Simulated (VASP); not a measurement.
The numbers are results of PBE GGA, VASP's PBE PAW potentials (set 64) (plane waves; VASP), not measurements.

Input for VASP

**POSCAR**
```
Ga37N36
1.0
  4.8683178927  -8.4321738171   0.0000000000
  4.8683178927   8.4321738171   0.0000000000
  0.0000000000   0.0000000000  10.5562839806
Ga N
37 36
Cartesian
  1.6227710081  -0.9369072650   2.6390709951
  1.6227710081   0.9369072650   0.0000000000
  1.6570293611  -0.9279101355   7.8964804437
  1.6004887171   0.9578274882   5.2702670025
  3.2455420163   1.8738145300   2.6390709951
  3.2455468846   3.7476374921   0.0000000000
  3.2602345997   1.8338797548   7.9022863999
  3.2455468846   3.7476374921   5.2781419903
  4.8683178927   4.6845447571   2.6390709951
  4.8683178927   6.5583592871   0.0000000000
  4.8683178927   4.6845447571   7.9172129854
  4.8683178927   6.5583592871   5.2781419903
  3.2455468846  -3.7476374921   2.6390709951
  3.2455420163  -1.8738145300   0.0000000000
  3.2455468846  -3.7476374921   7.9172129854
  3.2358443270  -1.9192808112   5.2536936366
  4.8683178927  -0.9369156972   2.6390709951
  4.8683178927   0.9369156972   0.0000000000
  4.8189190710  -0.9258105242   7.9540121914
  4.8438107804   0.9742364985   5.2706681412
  6.4910937691   1.8738145300   2.6390709951
  6.4910889008   3.7476374921   0.0000000000
  6.4910937691   1.8738145300   7.9172129854
  6.4910889008   3.7476374921   5.2781419903
  4.8683178927  -6.5583592871   2.6390709951
  4.8683178927  -4.6845447571   0.0000000000
  4.8683178927  -6.5583592871   7.9172129854
  4.8683178927  -4.6845447571   5.2781419903
  6.4910889008  -3.7476374921   2.6390709951
  6.4910937691  -1.8738145300   0.0000000000
  6.4910889008  -3.7476374921   7.9172129854
  6.4910937691  -1.8738145300   5.2781419903
  8.1138647773  -0.9369072650   2.6390709951
  8.1138647773   0.9369072650   0.0000000000
  8.1138647773  -0.9369072650   7.9172129854
  8.1138647773   0.9369072650   5.2781419903
  3.2673569487   0.0080864547   6.3277321939
  1.6050844092  -0.9327333390   4.6025081467
  1.6227710081   0.9369072650   1.9898595303
  1.6227710081  -0.9369072650   9.9070725158
  1.5897881544   0.8910615359   7.2468995090
  3.2502983628   1.8680384909   4.5817439361
  3.2455468846   3.7476374921   1.9898595303
  3.2455420163   1.8738145300   9.9070725158
  3.2455468846   3.7476374921   7.2680015206
  4.8683178927   4.6845447571   4.6289305255
  4.8683178927   6.5583592871   1.9898595303
  4.8683178927   4.6845447571   9.9070725158
  4.8683178927   6.5583592871   7.2680015206
  3.2455468846  -3.7476374921   4.6289305255
  3.2455420163  -1.8738145300   1.9898595303
  3.2455468846  -3.7476374921   9.9070725158
  3.2152513423  -1.9144744721   7.2754331446
  4.8492389549  -0.9093340566   4.5998057380
  4.8683178927   0.9369156972   1.9898595303
  4.8683178927  -0.9369156972   9.9070725158
  4.8923284365   0.9345715528   7.2884173739
  6.4910937691   1.8738145300   4.6289305255
  6.4910889008   3.7476374921   1.9898595303
  6.4910937691   1.8738145300   9.9070725158
  6.4910889008   3.7476374921   7.2680015206
  4.8683178927  -6.5583592871   4.6289305255
  4.8683178927  -4.6845447571   1.9898595303
  4.8683178927  -6.5583592871   9.9070725158
  4.8683178927  -4.6845447571   7.2680015206
  6.4910889008  -3.7476374921   4.6289305255
  6.4910937691  -1.8738145300   1.9898595303
  6.4910889008  -3.7476374921   9.9070725158
  6.4910937691  -1.8738145300   7.2680015206
  8.1138647773  -0.9369072650   4.6289305255
  8.1138647773   0.9369072650   1.9898595303
  8.1138647773  -0.9369072650   9.9070725158
  8.1138647773   0.9369072650   7.2680015206
```

**KPOINTS**
```
Automatic mesh
0
Gamma
1 1 1
0 0 0
```

### INCAR
```
! general
SYSTEM =Ga37N36
PREC   =Normal
ENCUT  =400
LREAL  =Auto   ! projection in real space or not
LASPH  =T
ISYM   =0
NELECT =290.0

! electronic loop
EDIFF  =1E-5   ! SCF stop (eV)
NELM   =100   ! most electronic steps
NELMIN =4
ALGO   =Fast
LMAXMIX=4   ! l cut-off of mixed one-centre charges

! smearing
ISMEAR =0   ! Gaussian
SIGMA  =0.05   ! width (eV)

! functional
GGA    =PE   ! PBE

! ions
IBRION =2
NSW    =60   ! most ionic steps
ISIF   =2   ! forces and stress, cell fixed
EDIFFG =-0.03   ! ionic stop

! output
LWAVE  =T
LCHARG =F
```

POTCAR, in this order: Ga N (PBE.64 set). Program: vasp_gam.

Output of the run:

### OSZICAR
```
...
RMM:   4    -0.434821963490E+03    0.25450E-03   -0.18387E-03   366   0.949E-02    0.389E-02
RMM:   5    -0.434821988989E+03   -0.25499E-04   -0.46012E-04   413   0.425E-02    0.215E-02
RMM:   6    -0.434821991796E+03   -0.28068E-05   -0.14084E-04   369   0.223E-02    0.127E-02
RMM:   7    -0.434821989124E+03    0.26717E-05   -0.25010E-05   235   0.113E-02
  10 F= -.43482199E+03 E0= -.43482199E+03  d E =-.203906E-01
       N       E                     dE             d eps       ncg     rms          rms(c)
DAV:   1    -0.434822048900E+03   -0.57105E-04   -0.15729E-02   440   0.319E-01    0.270E-02
RMM:   2    -0.434822073785E+03   -0.24885E-04   -0.31464E-04   364   0.394E-02    0.126E-02
RMM:   3    -0.434822076748E+03   -0.29632E-05   -0.52149E-05   284   0.149E-02    0.800E-03
RMM:   4    -0.434822075746E+03    0.10025E-05   -0.82778E-06   219   0.648E-03
  11 F= -.43482208E+03 E0= -.43482208E+03  d E =-.204772E-01
       N       E                     dE             d eps       ncg     rms          rms(c)
DAV:   1    -0.434831223750E+03   -0.91470E-02   -0.33571E+00   364   0.470E+00    0.319E-01
RMM:   2    -0.434835463631E+03   -0.42399E-02   -0.55751E-02   364   0.517E-01    0.139E-01
RMM:   3    -0.434835966032E+03   -0.50240E-03   -0.93776E-03   396   0.197E-01    0.103E-01
RMM:   4    -0.434835751534E+03    0.21450E-03   -0.14605E-03   367   0.842E-02    0.331E-02
RMM:   5    -0.434835769683E+03   -0.18149E-04   -0.39805E-04   401   0.401E-02    0.170E-02
RMM:   6    -0.434835772195E+03   -0.25121E-05   -0.98595E-05   352   0.194E-02
  12 F= -.43483577E+03 E0= -.43483577E+03  d E =-.136964E-01
       N       E                     dE             d eps       ncg     rms          rms(c)
DAV:   1    -0.434836131961E+03   -0.36228E-03   -0.12045E-01   424   0.890E-01    0.606E-02
RMM:   2    -0.434836286564E+03   -0.15460E-03   -0.19786E-03   364   0.975E-02    0.264E-02
RMM:   3    -0.434836308586E+03   -0.22022E-04   -0.35563E-04   405   0.378E-02    0.195E-02
RMM:   4    -0.434836301972E+03    0.66138E-05   -0.48802E-05   309   0.157E-02
  13 F= -.43483630E+03 E0= -.43483630E+03  d E =-.142262E-01
       N       E                     dE             d eps       ncg     rms          rms(c)
DAV:   1    -0.434839954788E+03   -0.36462E-02   -0.28023E+00   364   0.429E+00    0.296E-01
RMM:   2    -0.434843742407E+03   -0.37876E-02   -0.48839E-02   364   0.475E-01    0.127E-01
RMM:   3    -0.434844068656E+03   -0.32625E-03   -0.75876E-03   389   0.178E-01    0.936E-02
RMM:   4    -0.434843856559E+03    0.21210E-03   -0.14075E-03   366   0.811E-02    0.277E-02
RMM:   5    -0.434843877666E+03   -0.21107E-04   -0.36137E-04   409   0.368E-02    0.158E-02
RMM:   6    -0.434843878672E+03   -0.10060E-05   -0.58004E-05   303   0.158E-02
  14 F= -.43484388E+03 E0= -.43484388E+03  d E =-.757670E-02
       N       E                     dE             d eps       ncg     rms          rms(c)
DAV:   1    -0.434843890351E+03   -0.12685E-04   -0.11650E-02   408   0.277E-01    0.199E-02
RMM:   2    -0.434843907631E+03   -0.17280E-04   -0.20828E-04   361   0.312E-02    0.860E-03
RMM:   3    -0.434843909791E+03   -0.21601E-05   -0.33670E-05   264   0.122E-02    0.617E-03
RMM:   4    -0.434843909464E+03    0.32708E-06   -0.66219E-06   219   0.560E-03
  15 F= -.43484391E+03 E0= -.43484391E+03  d E =-.760749E-02
       N       E                     dE             d eps       ncg     rms          rms(c)
DAV:   1    -0.434844955177E+03   -0.10454E-02   -0.63086E-01   376   0.203E+00    0.148E-01
RMM:   2    -0.434845804278E+03   -0.84910E-03   -0.11180E-02   364   0.229E-01    0.648E-02
RMM:   3    -0.434845887638E+03   -0.83360E-04   -0.18090E-03   397   0.859E-02    0.457E-02
RMM:   4    -0.434845843349E+03    0.44288E-04   -0.28567E-04   365   0.371E-02    0.147E-02
RMM:   5    -0.434845846100E+03   -0.27504E-05   -0.72657E-05   336   0.175E-02
  16 F= -.43484585E+03 E0= -.43484585E+03  d E =-.193664E-02
       N       E                     dE             d eps       ncg     rms          rms(c)
DAV:   1    -0.434845846725E+03   -0.33758E-05   -0.18654E-04   376   0.360E-02    0.503E-03
RMM:   2    -0.434845847741E+03   -0.10161E-05   -0.11599E-05   220   0.843E-03    0.349E-03
RMM:   3    -0.434845847781E+03   -0.40211E-07   -0.17239E-06   209   0.324E-03    0.225E-03
RMM:   4    -0.434845847804E+03   -0.22337E-07   -0.62478E-07   138   0.196E-03
  17 F= -.43484585E+03 E0= -.43484585E+03  d E =-.193834E-02
       N       E                     dE             d eps       ncg     rms          rms(c)
DAV:   1    -0.434846388280E+03   -0.54050E-03   -0.25165E-01   364   0.128E+00    0.933E-02
RMM:   2    -0.434846730770E+03   -0.34249E-03   -0.44574E-03   364   0.145E-01    0.404E-02
RMM:   3    -0.434846764349E+03   -0.33578E-04   -0.68678E-04   390   0.541E-02    0.277E-02
RMM:   4    -0.434846750238E+03    0.14110E-04   -0.11303E-04   362   0.231E-02    0.932E-03
RMM:   5    -0.434846751606E+03   -0.13675E-05   -0.27944E-05   240   0.110E-02
  18 F= -.43484675E+03 E0= -.43484675E+03  d E =-.903802E-03
       N       E                     dE             d eps       ncg     rms          rms(c)
DAV:   1    -0.434846753934E+03   -0.36954E-05   -0.76263E-04   432   0.707E-02    0.598E-03
RMM:   2    -0.434846755585E+03   -0.16512E-05   -0.18365E-05   230   0.944E-03    0.305E-03
RMM:   3    -0.434846755801E+03   -0.21632E-06   -0.27769E-06   191   0.371E-03    0.208E-03
RMM:   4    -0.434846755803E+03   -0.15207E-08   -0.56068E-07   125   0.190E-03
  19 F= -.43484676E+03 E0= -.43484676E+03  d E =-.907999E-03
       N       E                     dE             d eps       ncg     rms          rms(c)
DAV:   1    -0.434847083571E+03   -0.32777E-03   -0.20694E-01   364   0.116E+00    0.839E-02
RMM:   2    -0.434847371879E+03   -0.28831E-03   -0.36293E-03   364   0.131E-01    0.375E-02
RMM:   3    -0.434847410045E+03   -0.38166E-04   -0.61045E-04   403   0.498E-02    0.265E-02
RMM:   4    -0.434847397380E+03    0.12665E-04   -0.84973E-05   361   0.206E-02    0.936E-03
RMM:   5    -0.434847397749E+03   -0.36905E-06   -0.21213E-05   231   0.100E-02
  20 F= -.43484740E+03 E0= -.43484740E+03  d E =-.641946E-03
       N       E                     dE             d eps       ncg     rms          rms(c)
DAV:   1    -0.434847399120E+03   -0.17400E-05   -0.51538E-04   408   0.580E-02    0.414E-03
RMM:   2    -0.434847399621E+03   -0.50096E-06   -0.77908E-06   208   0.614E-03    0.197E-03
RMM:   3    -0.434847399595E+03    0.25680E-07   -0.72660E-07   140   0.221E-03    0.101E-03
RMM:   4    -0.434847399545E+03    0.50019E-07   -0.14270E-07    69   0.145E-03
  21 F= -.43484740E+03 E0= -.43484740E+03  d E =-.643742E-03
       N       E                     dE             d eps       ncg     rms          rms(c)
DAV:   1    -0.434847539683E+03   -0.14009E-03   -0.76456E-02   364   0.710E-01    0.533E-02
RMM:   2    -0.434847649959E+03   -0.11028E-03   -0.14276E-03   364   0.828E-02    0.241E-02
RMM:   3    -0.434847661943E+03   -0.11984E-04   -0.23367E-04   397   0.308E-02    0.172E-02
RMM:   4    -0.434847656342E+03    0.56010E-05   -0.40440E-05   278   0.138E-02
  22 F= -.43484766E+03 E0= -.43484766E+03  d E =-.256797E-03
       N       E                     dE             d eps       ncg     rms          rms(c)
DAV:   1    -0.434847663734E+03   -0.17912E-05   -0.15689E-03   440   0.102E-01    0.746E-03
RMM:   2    -0.434847665530E+03   -0.17961E-05   -0.26707E-05   239   0.113E-02    0.318E-03
RMM:   3    -0.434847665500E+03    0.29991E-07   -0.30458E-06   195   0.399E-03    0.180E-03
RMM:   4    -0.434847665367E+03    0.13336E-06   -0.32905E-07    98   0.174E-03
  23 F= -.43484767E+03 E0= -.43484767E+03  d E =-.265822E-03
```

**OUTCAR**
```
------------------------ aborting loop because EDIFF is reached ----------------------------------------
  FORCE on cell =-STRESS in cart. coord.  units (eV):
  Direction    XX          YY          ZZ          XY          YZ          ZX
  --------------------------------------------------------------------------------------
  Total        7.5968295      8.0404924      2.5393579     -0.0471370     -0.0075721      0.0178800
  in kB       14.0437607     14.8639313      4.6943445     -0.0871391     -0.0139980      0.0330536
  external PRESSURE =      11.2006788 kB  Pullay stress =       0.0000000 kB
  volume of cell :      866.68
      direct lattice vectors                 reciprocal lattice vectors
     4.868317893 -8.432173817  0.000000000     0.102704879 -0.059296690  0.000000000
     4.868317893  8.432173817  0.000000000     0.102704879  0.059296690  0.000000000
     0.000000000  0.000000000 10.556283981     0.000000000  0.000000000  0.094730305
  FREE ENERGIE OF THE ION-ELECTRON SYSTEM (eV)
  ---------------------------------------------------
  free  energy   TOTEN  =      -434.8476653669 eV

  energy  without entropy=     -434.8476653669  energy(sigma->0) =     -434.84766537

 reached required accuracy - stopping structural energy minimisation
```
(Selected blocks of OUTCAR.)

**CONTCAR**
```
Ga37N36
   1.00000000000000
     4.8683178927000004   -8.4321738171000007    0.0000000000000000
     4.8683178927000004    8.4321738171000007    0.0000000000000000
     0.0000000000000000    0.0000000000000000   10.5562839805999999
  Ga              N
    37    36
Direct
     0.2210010111960629    0.1087624075457465    0.2456834223396619
     0.1087421227605316    0.2208864480521946    0.0026936711252981
     0.2131451243188353    0.0926913255127769    0.7644672160097886
     0.0972642674198017    0.2152526330977033    0.4814413689263836
     0.2208619956378577    0.4453815996394200    0.2456174312322507
     0.1089156237577533    0.5575975379502314    0.0035095304392439
     0.2130700401802005    0.4532828362149616    0.7641884591722719
     0.1099776151390259    0.5561371742686222    0.4994937785117853
     0.2224732069073712    0.7778548014053315    0.2508487675771300
     0.1088554633823709    0.8844033505289007    0.0035420682144662
     0.2224039171418710    0.7776209740421276    0.7507602620283912
     0.1100688025083742    0.8870208711052615    0.4995872136076328
     0.5571569209745585    0.1092400997494666    0.2445910369422284
     0.4455800770096114    0.2207305873210494    0.0028170104981199
     0.5571769349475066    0.1092902192505537    0.7504308195667433
     0.4513106958204401    0.2149229082120074    0.4810884418314891
     0.5576555649614590    0.4453945693570904    0.2456549616916690
     0.4454225782372912    0.5577163329372399    0.0027295919706931
     0.5737195789482352    0.4533268335843810    0.7646240340734475
     0.4509718830643619    0.5691406568860099    0.4811436510757719
     0.5570748251055967    0.7809274870041776    0.2447694921024444
     0.4436265646244429    0.8882811115043372    0.9985851422111434
     0.5571154764645462    0.7807556859290942    0.7504101925241365
     0.4428022517281006    0.8879282056481821    0.4997906863200614
     0.8855890498723281    0.1093872300126245    0.2448069811714482
     0.7782648808272589    0.2228784493230382    0.9986161258740951
     0.8857930141393273    0.1093555790604126    0.7503757297408660
     0.7783401063589500    0.2233275057319423    0.4997247871811849
     0.8885155696694059    0.4439387795982062    0.2508786788458145
     0.7820299366611487    0.5575939689655910    0.0036030058125851
     0.8886829024254588    0.4439836110460449    0.7507503402118682
     0.7788193677353683    0.5559375174252019    0.4994621477307838
     0.8885534551819684    0.7778466173284577    0.2508951618307270
     0.7780997271567283    0.8883903234576243    0.9986564034118788
     0.8886412578264626    0.7775934582080029    0.7507872537117339
     0.7783834685640770    0.8880354106869978    0.4998042074299189
     0.3337840003157049    0.3331308288890007    0.6139895395358196
     0.2213789851022032    0.1094713316070984    0.4358436306209432
     0.1100030703470768    0.2215516710605180    0.1900709830224239
     0.2213293432271335    0.1091684983494864    0.9465078780950756
     0.1167854736887826    0.2248530662887863    0.6891419545193606
     0.2212193716147480    0.4449917871180313    0.4357333356603866
     0.1098406750048860    0.5565238201015625    0.1898667880791443
     0.2212327729698782    0.4451172503849576    0.9462812462124932
     0.1093375992848288    0.5569993365430627    0.6877151451832092
     0.2223405409308057    0.7777662752835879    0.4390267697696728
     0.1098362962837393    0.8865256799288722    0.1899294676433235
     0.2218579809225946    0.7774794699062743    0.9378979846290514
     0.1093476093262275    0.8853254638868669    0.6878527416919830
     0.5594016925686707    0.1068482245505561    0.4335581497483767
     0.4448689859326699    0.2215139318001224    0.1901762958262324
     0.5553531062138460    0.1111766152484087    0.9371722667436722
     0.4418461033068903    0.2246423557539327    0.6893848638623221
     0.5565013696780902    0.4448073098255939    0.4358257788307560
     0.4447729460863871    0.5564258946875694    0.1901570250061991
     0.5571569768156626    0.4450787601845379    0.9466133839980806
     0.4416225513297655    0.5498125862721347    0.6892033692003821
     0.5594231262744974    0.7855532606501866    0.4337071267714588
     0.4431707736617315    0.8881228538459585    0.1860181946006347
     0.5552511891199083    0.7770516357140271    0.9371516275869940
     0.4442392410333049    0.8885844122549171    0.6874299281504374
     0.8809654457217587    0.1069697103384304    0.4337398941870495
     0.7783236274614685    0.2232220255406884    0.1860237397567366
     0.8894413956874268    0.1112163670648182    0.9371079178314189
     0.7778767878604436    0.2221498728219555    0.6874665194936266
     0.8882816570403120    0.4437762573835071    0.4390658109112731
     0.7797801176483022    0.5565382076835463    0.1899602348740392
     0.8889782272618220    0.4446469684648841    0.9379110326708202
     0.7809869233476334    0.5569639681840322    0.6877663706349014
     0.8884005512295342    0.7776030098664251    0.4390669072657729
     0.7782233030683154    0.8882478500068908    0.1861189115394045
     0.8889451788260543    0.7774252169044056    0.9379283821137965
     0.7778627251521922    0.8886421180133482    0.6874327307875077
```

**OUTCAR**
```
 val. band max:        3.9730658143   @ k =   0.0000   0.0000   0.0000

 cond. band min:       5.1568481594   @ k =   0.0000   0.0000   0.0000


 Fermi energy:         4.2148144692

 k-point     1 :       0.0000    0.0000    0.0000
  band No.  band energies     occupation
      1     -12.9658      2.00000
      2     -12.1830      2.00000
      3     -11.9854      2.00000
      4     -11.7364      2.00000
      5     -11.6477      2.00000
      6     -11.6457      2.00000
      7     -11.5239      2.00000
      8     -11.4804      2.00000
      9     -11.4792      2.00000
     10     -11.0738      2.00000
     11     -10.9785      2.00000
     12     -10.9757      2.00000
     13     -10.9609      2.00000
     14     -10.9392      2.00000
     15     -10.9370      2.00000
     16     -10.8281      2.00000
     17     -10.8223      2.00000
     18     -10.8210      2.00000
     19     -10.7941      2.00000
     20     -10.7927      2.00000
     21     -10.7916      2.00000
     22     -10.6127      2.00000
     23     -10.3060      2.00000
     24     -10.3048      2.00000
     25     -10.1895      2.00000
     26     -10.1873      2.00000
     27     -10.0849      2.00000
     28     -10.0843      2.00000
     29     -10.0321      2.00000
     30     -10.0024      2.00000
     31     -10.0011      2.00000
     32      -9.9863      2.00000
     33      -9.9841      2.00000
     34      -9.9568      2.00000
     35      -9.9015      2.00000
     36      -9.9002      2.00000
     37      -4.4617      2.00000
     38      -3.7161      2.00000
     39      -3.4379      2.00000
     40      -3.4341      2.00000
     41      -3.2717      2.00000
     42      -3.2707      2.00000
     43      -3.2208      2.00000
     44      -3.1197      2.00000
     45      -3.1190      2.00000
     46      -3.0010      2.00000
     47      -3.0000      2.00000
     48      -2.9210      2.00000
     49      -2.7881      2.00000
     50      -2.7514      2.00000
     51      -2.7508      2.00000
...
```

At this cut-off the stress carries a Pulay error, which pulls relaxed volumes low. The cell is charged, with a uniform compensating background. The supercell is sampled at Γ alone, which is coarse: total energies, pressure and levels can be off, energies of defects by several tenths of an eV.

The cell is a supercell with a defect, built from GaN (wurtzite): Ga_i, charge +1. The run is not spin-polarised, so no state with unpaired spins was tried.
